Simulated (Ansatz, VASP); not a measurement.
# Cr (Chromium): VASP beside Ansatz

One calculation is typed for both programs; each brings its own data sets and cutoff. How far apart do they land? The cell is taken from a series of runs on this material, whose earlier steps may have relaxed or scaled it; both programs get it as it stands.

Main program and level: Ansatz 0.2.0; plane waves, with VASP 6.6.1 beside it; single point at PBE.

## 1. The starting structure

The structure is cubic, space group Im-3m (No. 229). Conventional cell: a = 2.884 Å, b = 2.884 Å, c = 2.884 Å, α = 90.00°, β = 90.00°, γ = 90.00°. Cr has 8 Cr at 2.50 Å nearest.

## 2. VASP: single point, PBE

A single point gives forces, pressure and levels at one fixed geometry, so differences don't come from the geometry; what else differs is listed under the comparison.

Lines of VASP's logs that name or quote its potential files are left out, and so is its time.

The input, INCAR:

```
SYSTEM = Cr
PREC = Accurate
ENCUT = 400
EDIFF = 1E-06
NELM = 100
ISMEAR = -1
SIGMA = 0.05
LREAL = .FALSE.
ALGO = Normal
GGA = PE
NBANDS = 12
ISPIN = 2
MAGMOM = -0
LASPH = .TRUE.
LMAXMIX = 4
LORBIT = 11
LWAVE = .FALSE.
LCHARG = .FALSE.
KPAR = 2
ISIF = 2
```

The input, POSCAR:

```
Cr
1.0
   -1.4419500000      1.4419500000      1.4419500000
    1.4419500000     -1.4419500000      1.4419500000
    1.4419500000      1.4419500000     -1.4419500000
Cr
1
Direct
    0.0000000000      0.0000000000      0.0000000000
```

The input, KPOINTS:

```
Automatic mesh
0
Gamma
11 11 11
0 0 0
```

PAW data sets: Cr_pv (PBE family, release 64).

Started as:

```console
> mpirun -np 2 vasp_std
```

Numbers of over 12 decimals in the logs are rounded to 6 here.

What it wrote:

```text
[banner, memory and clock lines left out]
running    2 mpi-ranks, on    1 nodes
 distrk:  each k-point on    1 cores,    2 groups
 distr:  one band on    1 cores,    1 groups

 POSCAR found type information on POSCAR Cr
 POSCAR found :  1 types and       1 ions
 LDA part: xc-table for (Slater+PW92), standard interpolation
 POSCAR, INCAR and KPOINTS ok, starting setup
 FFT: planning ... GRIDC
 FFT: planning ... GRID_SOFT
 FFT: planning ... GRID
 WAVECAR not read
 entering main loop
       N       E                     dE             d eps       ncg     rms          rms(c)
DAV:   1     0.700129986001E+02    0.70013E+02   -0.62804E+03  2708   0.998E+02
DAV:   2    -0.101678170306E+02   -0.80181E+02   -0.77485E+02  2756   0.270E+02
DAV:   3    -0.112161110562E+02   -0.10483E+01   -0.10443E+01  2996   0.373E+01
DAV:   4    -0.112214822705E+02   -0.53712E-02   -0.53711E-02  2856   0.264E+00
DAV:   5    -0.112215429947E+02   -0.60724E-04   -0.60724E-04  2984   0.257E-01    0.124E+01
DAV:   6    -0.952442223808E+01    0.16971E+01   -0.47404E+00  2780   0.361E+01    0.217E+00
DAV:   7    -0.950462489901E+01    0.19797E-01   -0.65474E-02  2744   0.356E+00    0.111E+00
DAV:   8    -0.949412063279E+01    0.10504E-01   -0.28304E-03  2912   0.875E-01    0.151E-01
DAV:   9    -0.949396553924E+01    0.15509E-03   -0.65574E-04  2752   0.408E-01    0.397E-02
DAV:  10    -0.949396833856E+01   -0.27993E-05   -0.11401E-05  2840   0.350E-02    0.690E-03
DAV:  11    -0.949396472790E+01    0.36107E-05   -0.90571E-07  1480   0.161E-02    0.922E-04
DAV:  12    -0.949396468623E+01    0.41666E-07   -0.14759E-08  1364   0.161E-03
   1 F= -.94939647E+01 E0= -.94892073E+01  d E =-.951485E-02  mag=     0.0000
```

OUTCAR, selected parts (step 2):

```text
ion  position               nearest neighbor table
   1  0.000  0.000  0.000-

  LATTYP: Found a body centered cubic cell.
 ALAT       =     2.8839000000

 Subroutine GETGRP returns: Found 48 space group operations
 (whereof 48 operations were pure point group operations)

The static configuration has the point symmetry O_h .

 Found     56 irreducible k-points:

   k-points           NKPTS =     56   k-points in BZ     NKDIM =     56   number of bands    NBANDS=     12

   dimension x,y,z NGX =    16 NGY =   16 NGZ =   16
   dimension x,y,z NGXF=    32 NGYF=   32 NGZF=   32

   ENCUT  =  400.0 eV  29.40 Ry    5.42 a.u.   4.07  4.07  4.07*2*pi/ulx,y,z

   NELECT =      12.0000    total number of electrons

 k-points in reciprocal lattice and weights: Automatic mesh
   0.00000000  0.00000000  0.00000000       0.001
   0.09090909  0.00000000  0.00000000       0.009
   0.18181818  0.00000000  0.00000000       0.009
   0.27272727  0.00000000  0.00000000       0.009
   0.36363636  0.00000000  0.00000000       0.009
   0.45454545  0.00000000  0.00000000       0.009
   0.09090909  0.09090909  0.00000000       0.018
   0.18181818  0.09090909 -0.00000000       0.036
   0.27272727  0.09090909  0.00000000       0.036
[...]
-0.45454545 -0.45454545  0.36363636       0.006
  -0.45454545  0.45454545  0.45454545       0.005

 average (electrostatic) potential at core
       1 -66.3870

 E-fermi :  10.4320

 spin component 1
 k-point     1 :       0.0000    0.0000    0.0000
  band No.  band energies     occupation
    ...
      3     -32.3224      1.00000
      4       2.7244      1.00000
      5       9.5857      1.00000
      6       9.5857      1.00000
      7       9.5857      1.00000
      8      11.5427      0.00000
      9      11.5427      0.00000
     10      17.5552      0.00000
     11      32.4544      0.00000
     12      32.4544      0.00000

 k-point     2 :       0.0909    0.0000    0.0000
  band No.  band energies     occupation
    ...
      3     -32.3223      1.00000
      4       3.0725      1.00000
      5       9.4562      1.00000
      6       9.5597      1.00000
      7       9.8178      1.00000
      8      11.4069      0.00000
      9      11.5527      0.00000
     10      17.5556      0.00000
     11      31.5624      0.00000
     12      32.2959      0.00000

 k-point     3 :       0.1818    0.0000    0.0000
  band No.  band energies     occupation
    ...
      2     -32.3982      1.00000
      3     -32.3232      1.00000
      4       4.0354      1.00000
      5       9.1206      1.00000
      6       9.4114      1.00000
      7      10.4703      0.31747
      8      11.2188      0.00000
      9      11.5914      0.00000
     10      17.5552      0.00000
     11      29.1932      0.00000
    ...

 k-point     4 :       0.2727    0.0000    0.0000
  band No.  band energies     occupation
    ...
      2     -32.4703      1.00000
      3     -32.3235      1.00000
      4       5.2848      1.00000
      5       8.7078      1.00000
      6       9.2855      1.00000
      7      11.2620      0.00000
      8      11.4105      0.00000
      9      11.6702      0.00000
     10      17.5549      0.00000
     11      25.9658      0.00000
    ...

 k-point     5 :       0.3636    0.0000    0.0000
  band No.  band energies     occupation
    ...
      2     -32.5360      1.00000
      3     -32.3247      1.00000
      4       6.0757      1.00000
      5       8.3506      1.00000
      6       9.9327      0.99995
      7      11.4459      0.00000
      8      11.7723      0.00000
      9      12.3901      0.00000
     10      17.5532      0.00000
     11      22.6813      0.00000
    ...

 k-point     6 :       0.4545    0.0000    0.0000
  band No.  band energies     occupation
      1     -33.1189      1.00000
      2     -32.5745      1.00000
      3     -32.3255      1.00000
      4       6.2031      1.00000
      5       8.1472      1.00000
      6      11.1768      0.00000
      7      11.5693      0.00000
      8      11.8482      0.00000
      9      13.0453      0.00000
     10      17.5493      0.00000
    ...

  Total       -0.7910246     -0.7910246     -0.7910246     -0.0000000      0.0000000      0.0000000
  in kB     -105.6793169   -105.6793169   -105.6793169     -0.0000000      0.0000000      0.0000000
  external PRESSURE =    -105.6793169 kB  Pullay stress =       0.0000000 kB

  energy-cutoff  :      400.00
  volume of cell :       11.99
      direct lattice vectors                 reciprocal lattice vectors
    -1.441950000  1.441950000  1.441950000     0.000000000  0.346752661  0.346752661
     1.441950000 -1.441950000  1.441950000     0.346752661  0.000000000  0.346752661
     1.441950000  1.441950000 -1.441950000     0.346752661  0.346752661  0.000000000

 POSITION                                       TOTAL-FORCE (eV/Angst)
 -----------------------------------------------------------------------------------
      0.00000      0.00000      0.00000        -0.000000      0.000000     -0.000000
 -----------------------------------------------------------------------------------
    total drift:                                0.000000     -0.000000      0.000000

  FREE ENERGIE OF THE ION-ELECTRON SYSTEM (eV)
  ---------------------------------------------------
  free  energy   TOTEN  =        -9.4939646862 eV

  energy  without entropy=       -9.4844498327  energy(sigma->0) =       -9.48920726

 total charge
# of ion       s       p       d       tot
------------------------------------------
    1        0.427   6.383   4.169  10.979

 magnetization (x)
# of ion       s       p       d       tot
------------------------------------------
    1        0.000  -0.000   0.000   0.000

[... 3 further parts left out ...]
```

This run allows spin, but its moments start at zero, where symmetry between the spins tends to hold them, although Cr can carry a moment.

## 3. Ansatz: single point, PBE

Ansatz runs on its default PAW (the set named soft_2) files.

The same cell, functional, mesh and smearing now go to Ansatz, which takes its cutoff from its data sets.

The input, input.yaml:

```yaml
crystal:
  lattice:
    - [-1.44195, 1.44195, 1.44195]
    - [1.44195, -1.44195, 1.44195]
    - [1.44195, 1.44195, -1.44195]
  atoms:
    - { symbol: Cr, position: [0.0, 0.0, 0.0], spin: 3.0 }
hamiltonian:
  xc: pbe
  pseudopotentials: { kind: paw }
magnetization:
  spin_polarized: true
kpoints:
  mp_grid: { grid: [11, 11, 11] }
scf:
  occupations: { method: fermi_dirac, width: 0.05 }
  n_extra_bands: 7
output:
  forces: true
  stress: true
  eigenvalues: true
```

Started as:

```console
> ansatz run input.yaml --threads 2 --pin off --max-ram 4608MiB --backend cpu --events-out ev --progress --plain --runs-dir out
```

What it wrote:

```text
scf.n_extra_bands = 7 over 7 filled bands (N_el = 14.0): the run solves 14 bands
Engine: ansatz 0.2.0, x86_64-unknown-linux-gnu
Pseudopotentials: kind: paw
Pseudopotential: Cr, paw, valence charge 14, recommended cutoff 420 eV (normal), Cr.paw.azcp
Functional definition: PBE
  parameter kappa = 0.804
  parameter beta = 0.066725
  exchange = pbe_x(kappa = kappa, mu = beta*pi^2/3)
  correlation = pbe_c(beta = beta)
Crystal: 1 atoms, lattice volume = 11.993 Å³
Basis set: ecut = 420 eV, 225 PW (Γ), exchange–correlation on 36×36×36 points (8 copies of the dense FFT grid, shifted against one another)
Bands: 14, of which v1, the nominal top of the filled ones, is band 7 counted from 1 (6 counted from 0)
Symmetry: 48 space group operations
Space group: Im-3m (ITA 229), of the structure as read, at distance tolerance 2.3e-5 Å
Magnetic group: BNS 229.140 (UNI 1642), of the structure as read, at distance tolerance 2.3e-5 Å
k-points: 56 of 1331
Non-local potential: Cr, projectors of the file, l = 0: 3, l = 1: 2, l = 2: 3, l = 3: 1
PAW form: soft (Blöchl's): semilocal exchange-correlation on the pseudo side does not see the compensation charge
PAW one-centre angular grid: Cr, 590 points (default); XC on 64 Gauss nodes
Initial density: superposition of atomic densities (chi_scale 0.1, normalization cell)
Starting moments: Σ|m| = 3 μB on 1 of 1 site
Initial wavefunctions: pseudopotential atomic-orbital guess
Functional: x = pbe(κ = 0.804, μ = 0.219515), c = pbe(β = 0.066725)
SCF iter   1: F=—  HF=-3380.980148 eV  |F-HF|=—  |Δ(HF+E_count)|=         —  Δρ=3.41e-1 (↑3.41e-1 ↓1.43e-1)  dr2=5.92e0  dr2_m=5.87e0  M=0.196 μB ∫|m|=0.199 μB  β_m=0.30  ethr=3.10e-3  ⟨swp⟩=4.0  Hψ=7008  notcnv=0
Mixer restart at iter 1: flushing history
preconditioner: auto → none  [metal: Δε(μ)=0.072 eV  Ē_g=13.869 eV  σ=0.050 eV  W_gap=0.31  n_scr=0 (ndim 8)  ℏωp=26.3 eV  f_vac=0.000  D(μ)=0.52/eV (n_scr^D=0)]
SCF iter   2: F=—  HF=-3378.205100 eV  |F-HF|=—  |Δ(HF+E_count)|=    2.78e0  Δρ=1.73e-1 (↑1.73e-1 ↓1.46e-1)  dr2=2.53e-1  dr2_m=2.73e0  M=0.219 μB ∫|m|=0.220 μB  β_m=0.43  ethr=3.10e-3  ⟨swp⟩=2.0  Hψ=3870  notcnv=0  defer=164
SCF iter   3: F=—  HF=-3377.805259 eV  |F-HF|=—  |Δ(HF+E_count)|=   4.00e-1  Δρ=7.88e-2 (↑7.88e-2 ↓5.55e-2)  dr2=9.89e-2  dr2_m=4.83e-1  M=0.154 μB ∫|m|=0.154 μB  β_m=0.52  ethr=1.81e-3  ⟨swp⟩=2.0  Hψ=2576  notcnv=0  defer=143
SCF iter   4: F=—  HF=-3377.715770 eV  |F-HF|=—  |Δ(HF+E_count)|=   8.95e-2  Δρ=8.35e-3 (↑5.50e-3 ↓8.35e-3)  dr2=2.52e-3  dr2_m=4.83e-3  M=0.050 μB ∫|m|=0.051 μB  β_m=0.76  ethr=7.06e-4  ⟨swp⟩=2.2  Hψ=2351  notcnv=0  defer=141
SCF iter   5: F=—  HF=-3377.716798 eV  |F-HF|=—  |Δ(HF+E_count)|=   1.03e-3  Δρ=1.40e-3 (↑1.40e-3 ↓1.29e-3)  dr2=1.74e-5  dr2_m=1.84e-4  M=0.005 μB ∫|m|=0.008 μB  β_m=0.83  ethr=1.80e-5  ⟨swp⟩=1.7  Hψ=2170  notcnv=0  defer=136
SCF iter   6: F=—  HF=-3377.716814 eV  |F-HF|=—  |Δ(HF+E_count)|=   1.64e-5  Δρ=3.04e-4 (↑3.04e-4 ↓2.48e-4)  dr2=5.77e-6  dr2_m=6.43e-6  M=0.004 μB ∫|m|=0.004 μB  β_m=0.92  ethr=1.25e-7  ⟨swp⟩=2.0  Hψ=2398  notcnv=0  defer=136
SCF iter   7: F=—  HF=-3377.716819 eV  |F-HF|=—  |Δ(HF+E_count)|=   4.85e-6  Δρ=1.66e-4 (↑1.50e-4 ↓1.66e-4)  dr2=3.90e-8  dr2_m=2.73e-6  M=0.001 μB ∫|m|=0.001 μB  β_m=0.90  ethr=4.12e-8  ⟨swp⟩=2.0  Hψ=2366  notcnv=0  defer=136
SCF iter   8: F=—  HF=-3377.716819 eV  |F-HF|=—  |Δ(HF+E_count)|=   8.85e-8  Δρ=4.13e-5 (↑4.13e-5 ↓3.51e-5)  dr2=4.10e-9  dr2_m=1.60e-7  M=0.000 μB ∫|m|=0.000 μB  β_m=0.95  ethr=2.79e-10  ⟨swp⟩=2.0  Hψ=2378  notcnv=0  defer=136
SCF iter   9: F=—  HF=-3377.716819 eV  |F-HF|=—  |Δ(HF+E_count)|=   8.92e-9  Δρ=4.53e-6 (↑1.14e-6 ↓4.53e-6)  dr2=1.17e-9  dr2_m=8.52e-10  M=0.000 μB ∫|m|=0.000 μB  β_m=0.98  ethr=2.93e-11  ⟨swp⟩=2.0  Hψ=2372  notcnv=0  defer=136
SCF iter  10: F=—  HF=-3377.716819 eV  |F-HF|=—  |Δ(HF+E_count)|=  3.82e-11  Δρ=4.97e-7 (↑4.97e-7 ↓2.47e-7)  dr2=1.18e-11  dr2_m=1.39e-11  M=-0.000 μB ∫|m|=0.000 μB  β_m=0.99  ethr=8.38e-12  ⟨swp⟩=2.2  Hψ=2112  notcnv=0  defer=136
SCF iter  11: F=-3377.716819 eV  HF=-3377.716819 eV  |F-HF|=0.00e0  |Δ(HF+E_count)|=  5.46e-12  Δρ=5.84e-8 (↑5.84e-8 ↓2.86e-8)  dr2=6.72e-13  dr2_m=4.29e-14  M=-0.000 μB ∫|m|=0.000 μB  ethr=1.00e-12  ⟨swp⟩=4.3  Hψ=5242  notcnv=0
SCF 1 converged in 11 iterations: F = -3377.716819 eV  dr2 = 6.72e-13
  greatest PAW one-centre occupation: 1.000 electrons in one spin orbital (limit 2), on the Cr atom at site 0 (counted from 0), in its partial waves of l = 0
WARN: the starting moments were not kept: the SCF closed with an absolute magnetisation of 2.8e-7 μB, where they sum to 3 μB in size (1 site). That is at most 0.1 of that sum. Measured as dr2_m measures the in/out step, that magnetisation stands 7.9e-14 eV from none, at or under the dr2_threshold of 1.0e-7 eV: it is no larger than a step whose dr2_m would equal this threshold. The system may hold no moment; this SCF  [...]
SCF converged after 11 iterations
Magnetization: -0.0000 μB (7.0000 up, 7.0000 down)
Absolute magnetization: 0.0000 μB (∫|ρ↑−ρ↓|)
Spin contamination: 0.0000 ħ² per cell (⟨S²⟩ above its minimum at these occupations)
Per-site moments (μB) at R_I (Å): [(-2.5800121831055683e-7, 1.030231)]
Free energy (F): -3377.716819 eV
Harris-Foulkes:  -3377.716819 eV  (|F-HF|=0.00e0)
Internal energy: -3377.707179 eV  (E = F + TS)
E sigma→0 (E₀):  -3377.711999 eV
Entropy (-TS):   -0.009640 eV (-9.640 meV/atom)
Fermi energy:    18.600454 eV
--- Per-component energies (eV) ---
  E_band       = -155.563676
  E_kinetic    = 342.364701
  E_local      = -1207.175615  (includes V_loc(G=0)·N_el)
  E_nonlocal   = 78.101717
  E_hartree    = 524.104267
  E_xc         = -139.894869
  E_vxc        = -178.470685  (∫ρ·V_xc dr)
  E_paw        = -1194.438742  (= ΣΔE_a)
  E_vpaw       = -238.592682  (= ΣTr[D̂ρ^β])
  E_aug_tail   = 0.000391  (compensation charges beyond the density's cutoff)
  E_ewald      = -1780.769030
  E_smearing   = -0.009640  (= −TS)
  E_closure    = 0.000000  (closes the sum)
  Σ components = -3377.716819   (vs F -3377.716819, Δ=0.00e0)
--- Forces (eV/Å), atoms counted from 1 ---
  atom   1  Cr     0.00000000     0.00000000    -0.00000000
  max |Σ_I F_I| component: 5.75e-32 eV/Å
--- Stress (GPa, compression-positive) ---
       -8.670443      -0.000000      -0.000000
        0.000000      -8.670443      -0.000000
       -0.000000      -0.000000      -8.670443
  P = ⅓ Tr σ = -8.6704 GPa (-86.704 kbar)
--- Band table (eV; the first three rows and the last of 112) ---
  k-point 0 ↑: bands = [... 3 lower, -24.1055, 10.8471, 17.7503, 17.7503, 17.7503, 19.7209, 19.7209, 40.5950, ... 3 higher]
  k-point 1 ↑: bands = [... 3 lower, -24.1059, 11.1949, 17.6195, 17.7237, 17.9837, 19.5840, 19.7311, 39.6445, ... 3 higher]
  k-point 2 ↑: bands = [... 3 lower, -24.1069, 12.1578, 17.2819, 17.5736, 18.6418, 19.3946, 19.7707, 37.2451, ... 3 higher]
  k-point 55 ↓: bands = [... 3 lower, -24.6593, 14.5988, 14.6037, 20.7318, 20.7318, 20.8835, 27.9950, 29.2445, ... 3 higher]
```

The run ends at a pressure of -8.67 GPa.

## 4. Differences

Known differences besides the PAW data sets themselves: the data sets hold 14 valence electrons in Ansatz (default PAW (the set named soft_2) files) and 12 in VASP; the cutoff is 420 eV in Ansatz and 400 eV in VASP. Total energies have different zeros and are not compared.

Both answers:

```csv
quantity,Ansatz,VASP,difference
pressure (GPa),-8.67,-10.57,+1.90
```

Ansatz's pressure holds a Pulay correction of 0.08 GPa; VASP's holds none.

## 5. Looking for the cause

The difference is large enough to ask for its cause, so further runs change the set-up of one program at a time, as the table lists.

```
                                                    run  difference in pressure (GPa)
                                               as above                           1.9
VASP with the data sets Cr_sv_GW and a cutoff of 620 eV                           2.2
```

## 6. Results

```yaml
difference_in_pressure_single_point_pbe: 1.9 GPa
```

In words: The difference in pressure is 1.9 GPa (single point, PBE), beyond the 1 GPa picked in this series as the mark of a large difference. For single point, PBE: no further run halves the difference in pressure. Differences of this kind measure data sets and numerical settings, not the functional's error against experiment.

[Lines on the potential files, build, host, timing and source positions are cut from VASP's logs without a mark.]

[Logs are printed without paths, hosts, clocks, repeated set-up lines and the standing remarks that a program may print on its own settings, such as how far it seeks lower states.]

[Hosts, paths, dates, database ids (printed as entryN), source tags and the programs' standing remarks are cut or masked in the printed files.]
